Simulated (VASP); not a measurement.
All values below come from LDA (Ceperley-Alder, Perdew-Zunger) with spin-orbit coupling, VASP's LDA PAW potentials (set 64) (plane waves; VASP).

A VASP calculation is set up with these files.

File KPOINTS:
```
Automatic mesh
0
Gamma
5 5 5
0 0 0
```

File POSCAR:
```
YS
1.0
  0.0000000000   2.7436500000   2.7436500000
  2.7436500000   0.0000000000   2.7436500000
  2.7436500000   2.7436500000   0.0000000000
Y S
1 1
Cart
  2.7436500000   2.7436500000   2.7436500000
  0.0000000000   0.0000000000   0.0000000000
```

INCAR:
```
SYSTEM = YS
PREC = Accurate
ENCUT = 300
EDIFF = 1E-6
NELM = 100
ALGO = Normal
LREAL = .FALSE.
LASPH = .TRUE.
ISMEAR = -1
SIGMA = 0.1
LMAXMIX = 4
LWAVE = .FALSE.
LCHARG = .FALSE.
ISIF = 2
LSORBIT = .TRUE.
LNONCOLLINEAR = .TRUE.
MAGMOM = 0.0 0.0 0.0 0.0 0.0 0.0
GGA_COMPAT = .FALSE.
LORBIT = 11
```

POTCAR, in this order: Y_sv S (LDA.64 set). Program: vasp_ncl.

At this cut-off the stress carries a Pulay error, which pulls relaxed volumes low.

**Question.** What does the run give for the energy per atom (σ→0), pressure, band gap (on the k-mesh)?

**Answer.** 
The energy per atom (σ→0) is -8.044 eV/atom and the band gap (on the k-mesh) comes out as none (metal, semimetal or under 0.01 eV). The pressure is -4.00 GPa.

File OSZICAR:
```
...
DAV:   7    -0.161209620535E+02    0.49989E-01   -0.79300E-01   728   0.560E+00    0.775E+00
DAV:   8    -0.161072562008E+02    0.13706E-01   -0.90901E-02   592   0.201E+00    0.294E+00
DAV:   9    -0.161073817067E+02   -0.12551E-03   -0.11223E-02   648   0.799E-01    0.456E-01
DAV:  10    -0.161069126864E+02    0.46902E-03   -0.40353E-03   624   0.365E-01    0.246E-01
DAV:  11    -0.161068551416E+02    0.57545E-04   -0.45385E-04   664   0.183E-01    0.261E-02
DAV:  12    -0.161068556786E+02   -0.53693E-06   -0.26720E-05   696   0.399E-02    0.200E-02
DAV:  13    -0.161068555883E+02    0.90305E-07   -0.35484E-07   400   0.537E-03
   1 F= -.16106856E+02 E0= -.16088866E+02  d E =-.359795E-01  mag=    -0.0000     0.0000    -0.0000
```

The structure comes from a measured YS entry (Fm-3m) of the Crystallography Open Database, whose conditions weren't checked. The cell was not relaxed at this level. The k-mesh is coarse (spacing up to 0.40 per Å, 2π included), so the numbers may not be converged in it. The run is one of a series of settings (GGA_COMPAT = .FALSE., LNONCOLLINEAR = .TRUE., LSORBIT = .TRUE., MAGMOM = 0.0 0.0 0.0 0.0 0.0 0.0, program vasp_ncl against the base run), some of them coarse on purpose.
